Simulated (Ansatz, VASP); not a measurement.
## BeRhS3: VASP beside Ansatz

```
CELL_PARAMETERS angstrom
4.22311 0.00000 0.00000
0.00000 4.22311 0.00000
0.00000 0.00000 4.22311
ATOMIC_POSITIONS crystal
Be 0.50000 0.50000 0.50000
Rh 0.00000 0.00000 0.00000
S 0.50000 0.00000 0.50000
S 0.00000 0.50000 0.50000
S 0.50000 0.50000 0.00000
```

Change from the starting cell: species swapped into the Ca3PbO type (Pm-3m, No. 221).

Alike in both runs: functional PBE; k mesh 10 × 10 × 10; occupations gaussian, width 0.1 eV; no spin polarisation.

Ansatz relaxed the structure, and its values are those at the end. VASP's run is a single point on that final structure, the one shown.

|  | VASP | Ansatz |
| --- | --- | --- |
| version | VASP 6.6.1 | Ansatz 0.2.0 |
| potentials or method | VASP PAW PBE potentials, release 64 (Be, Rh_pv, S) | scalar-relativistic, plane waves, PAW |
| plane-wave cutoff (eV) | 520 | 420 |
| valence electrons in the cell | 35 | 37 |

```csv
,VASP,Ansatz,Ansatz less VASP
gap on the k mesh at the Fermi level (eV),none,none,-
pressure (GPa),-0.1,0.0,+0.07
```

A gap of «none» marks a metal or a gap that the smearing closes. With one functional, cell and mesh, what is left measures potentials, basis and numerics. The two sets of potentials don't hold the same shells in valence.
